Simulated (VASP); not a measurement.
VASP ran on this input.

INCAR:
```
SYSTEM = MnS
PREC = Accurate
ENCUT = 520
EDIFF = 1E-6
NELM = 100
ALGO = Normal
LREAL = .FALSE.
LASPH = .TRUE.
ISMEAR = 0
SIGMA = 0.05
GGA = MK
PARAM1 = 0.1234568
PARAM2 = 0.7114
ZAB_VDW = -1.8867
LUSE_VDW = .TRUE.
AGGAC = 0.0
LMAXMIX = 4
ISPIN = 2
MAGMOM = 5.0 -5.0 0.0 0.0
LORBIT = 10
LWAVE = .FALSE.
LCHARG = .FALSE.
IBRION = 2
ISIF = 3
NSW = 60
EDIFFG = -0.02
```

POSCAR:
```
MnS
1
    5.0319655970     2.5097811617     2.5097811617
    2.5097811617     5.0319655970     2.5097811617
    2.5097811617     2.5097811617     5.0319655970
Mn S
2 2
Direct
  0.0000000000   0.0000000000   0.0000000000
  0.5000000000   0.5000000000   0.5000000000
  0.2500000000   0.2500000000   0.2500000000
  0.7500000000   0.7500000000   0.7500000000
```

### KPOINTS
```
Automatic mesh
0
Gamma
7 7 7
0 0 0
```

POTCAR, in this order: Mn_pv S (PBE.64 set). Program: vasp_std.

Question: Write an equivalent input for Quantum ESPRESSO's pw.x.

Answer: One equivalent input (not run):
```
&CONTROL
  calculation = 'vc-relax'
  pseudo_dir = './pseudo'
  outdir = './out'
  tprnfor = .true.
  tstress = .true.
  nstep = 60
  forc_conv_thr = 0.00078
/
&SYSTEM
  ibrav = 0
  nat = 4
  ntyp = 3
  ecutwfc = 96
  occupations = 'smearing'
  smearing = 'gaussian'
  degauss = 0.003675
  input_dft = 'vdw-df2-b86r'
  nspin = 2
  starting_magnetization(1) = 0.5
  starting_magnetization(2) = -0.5
/
&ELECTRONS
  conv_thr = 7.3e-08
  electron_maxstep = 100
/
&IONS
/
&CELL
/
ATOMIC_SPECIES
  Mn1 54.938 Mn.upf
  Mn2 54.938 Mn.upf
  S 32.060 S.upf
CELL_PARAMETERS angstrom
     5.0319656    2.5097812    2.5097812
     2.5097812    5.0319656    2.5097812
     2.5097812    2.5097812    5.0319656
ATOMIC_POSITIONS crystal
  Mn1  0.0000000  0.0000000  0.0000000
  Mn2  0.5000000  0.5000000  0.5000000
  S    0.2500000  0.2500000  0.2500000
  S    0.7500000  0.7500000  0.7500000
K_POINTS automatic
  7 7 7 0 0 0
```
The two are equivalent in intent, not identical: the potentials are each code's own (VASP's PAW set, PseudoDojo norm-conserving files in pw.x), so ENCUT and ecutwfc are chosen apart and not converted; conv_thr bounds pw.x's estimated SCF error, while EDIFF bounds the energy change between steps; starting_magnetization is a fraction of the valence charge and MAGMOM a moment in μB, so they match only roughly; forc_conv_thr acts on force components and is met together with etot_conv_thr.

The compound is MnS in the rock salt, AFM-II order structure. This run relaxes it. Symmetry was kept, so distortions that lower it aren't found. The start is the result of an earlier pass.
